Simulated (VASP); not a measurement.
All values below come from LDA (Ceperley-Alder, Perdew-Zunger), VASP's LDA PAW potentials (set 64) (plane waves; VASP).

VASP ran on this input.

**KPOINTS**
```
Automatic mesh
0
Gamma
12 12 1
0 0 0
```

### POSCAR
```
C
2.4640
  1.0000000000   0.0000000000   0.0000000000
 -0.5000000000   0.8660255682   0.0000000000
  0.0000000000   0.0000000000   5.6818181818
C
2
Cart
 -0.0100560000  -0.0008002076   2.8405568182
  0.5100565000   0.2894751083   2.8412613636
```

INCAR:
```
# general
SYSTEM = C
PREC   = Accurate
ENCUT  = 400   # plane-wave cut-off (eV)
LREAL  = .FALSE.   # projection in real space or not
LASPH  = .TRUE.   # aspherical one-centre terms

# electronic loop
EDIFF  = 1E-6   # SCF stop (eV)
NELM   = 100   # most electronic steps
ALGO   = Normal   # blocked Davidson

# smearing
ISMEAR = -1
SIGMA  = 0.1

# ions
ISIF   = 2   # forces and stress, cell fixed

# output
LWAVE  = .FALSE.
LCHARG = .FALSE.
```

POTCAR, in this order: C (LDA.64 set). Program: vasp_std.

What VASP printed:

OUTCAR:
```
 ion  position               nearest neighbor table
   1  0.989  0.999  0.500-   2 1.38   2 1.42   2 1.47
   2  0.677  0.334  0.500-   1 1.38   1 1.42   1 1.47
  LATTYP: Found a hexagonal cell.
 ALAT       =     2.4640000000
 C/A-ratio  =     5.6818181818
 Subroutine PRICEL returns:
 Original cell was already a primitive cell.
 Subroutine GETGRP returns: Found  2 space group operations
The static configuration has the point symmetry C_1 .
 The point group associated with its full space group is S_2 .
The dynamic configuration has the point symmetry C_1 .
 Subroutine INISYM returns: Found  2 space group operations
 Subroutine IBZKPT returns following result:
 Found     74 irreducible k-points:

 Following reciprocal coordinates:
            Coordinates               Weight
  0.000000  0.000000  0.000000      1.000000
  0.083333 -0.000000  0.000000      2.000000
  0.000000  0.083333  0.000000      2.000000
 -0.083333  0.083333  0.000000      2.000000
  0.166667  0.000000  0.000000      2.000000
  0.000000  0.166667  0.000000      2.000000
 -0.166667  0.166667  0.000000      2.000000
  0.250000  0.000000  0.000000      2.000000
  0.000000  0.250000  0.000000      2.000000
 -0.250000  0.250000  0.000000      2.000000
  0.333333 -0.000000  0.000000      2.000000
  0.000000  0.333333  0.000000      2.000000
 -0.333333  0.333333  0.000000      2.000000
  0.416667  0.000000  0.000000      2.000000
  0.000000  0.416667  0.000000      2.000000
 -0.416667  0.416667  0.000000      2.000000
  0.500000  0.000000  0.000000      1.000000
  0.000000  0.500000  0.000000      1.000000
  0.500000  0.500000  0.000000      1.000000
  0.083333  0.083333  0.000000      2.000000
 -0.083333  0.166667  0.000000      2.000000
 -0.166667  0.083333  0.000000      2.000000
...
```

**OSZICAR**
```
       N       E                     dE             d eps       ncg     rms          rms(c)
DAV:   1     0.323288725640E+02    0.32329E+02   -0.34332E+03  1288   0.615E+02
DAV:   2    -0.190220604460E+02   -0.51351E+02   -0.44715E+02  1616   0.130E+02
DAV:   3    -0.215561828694E+02   -0.25341E+01   -0.25302E+01  1760   0.394E+01
DAV:   4    -0.215760273222E+02   -0.19844E-01   -0.19844E-01  1880   0.325E+00
DAV:   5    -0.215760577713E+02   -0.30449E-04   -0.30449E-04  1720   0.124E-01    0.656E+00
DAV:   6    -0.205173208665E+02    0.10587E+01   -0.10894E+00  1488   0.738E+00    0.377E+00
DAV:   7    -0.201323267440E+02    0.38499E+00   -0.13401E+00  1768   0.801E+00    0.974E-01
DAV:   8    -0.201246499406E+02    0.76768E-02   -0.18811E-02  1728   0.124E+00    0.155E-01
DAV:   9    -0.201238666421E+02    0.78330E-03   -0.59517E-04  1680   0.174E-01    0.105E-01
DAV:  10    -0.201214757388E+02    0.23909E-02   -0.46845E-03  1632   0.346E-01    0.965E-02
DAV:  11    -0.201210813978E+02    0.39434E-03   -0.23515E-04  1248   0.902E-02    0.377E-02
DAV:  12    -0.201219650271E+02   -0.88363E-03   -0.27233E-04  1608   0.101E-01    0.283E-02
DAV:  13    -0.201227954663E+02   -0.83044E-03   -0.25098E-04  1424   0.687E-02    0.951E-03
DAV:  14    -0.201228556262E+02   -0.60160E-04   -0.27048E-06  1704   0.117E-02    0.710E-03
DAV:  15    -0.201229557584E+02   -0.10013E-03   -0.77850E-06  1248   0.176E-02    0.237E-03
DAV:  16    -0.201229596499E+02   -0.38914E-05   -0.17725E-07  1920   0.365E-03    0.925E-04
DAV:  17    -0.201229690105E+02   -0.93607E-05   -0.49749E-07  1248   0.391E-03    0.814E-04
DAV:  18    -0.201229694712E+02   -0.46066E-06   -0.17528E-08  1736   0.897E-04
   1 F= -.20122969E+02 E0= -.20122530E+02  d E =-.879854E-03
```

### OUTCAR
```
------------------------ aborting loop because EDIFF is reached ----------------------------------------
  FORCE on cell =-STRESS in cart. coord.  units (eV):
  Direction    XX          YY          ZZ          XY          YZ          ZX
  --------------------------------------------------------------------------------------
  Total       -0.9872608     -0.9567875     -0.2696564     -0.4950367     -0.0001020     -0.0044323
  in kB      -21.4883125    -20.8250432     -5.8692301    -10.7747653     -0.0022200     -0.0964713
  external PRESSURE =     -16.0608619 kB  Pullay stress =       0.0000000 kB
  volume of cell :       73.61
      direct lattice vectors                 reciprocal lattice vectors
     2.464000000  0.000000000  0.000000000     0.405844156  0.234314188  0.000000000
    -1.232000000  2.133887000  0.000000000     0.000000000  0.468628376  0.000000000
     0.000000000  0.000000000 14.000000000     0.000000000  0.000000000  0.071428571
 POSITION                                       TOTAL-FORCE (eV/Angst)
 -----------------------------------------------------------------------------------
      1.20722      2.13192      6.99913         2.541679      0.056644      0.030402
      1.25678      0.71327      7.00087        -2.541679     -0.056644     -0.030402
 -----------------------------------------------------------------------------------
    total drift:                                0.000031      0.000003     -0.000000
  FREE ENERGIE OF THE ION-ELECTRON SYSTEM (eV)
  ---------------------------------------------------
  free  energy   TOTEN  =       -20.1229694712 eV

  energy  without entropy=      -20.1220896175  energy(sigma->0) =      -20.12252954
```
(Selected blocks of OUTCAR.)

At this cut-off the stress carries a Pulay error, which pulls relaxed volumes low. The cell holds a wide vacuum, so values per volume refer to the whole cell.

The cell is a sheet with vacuum, built from a generated structure.
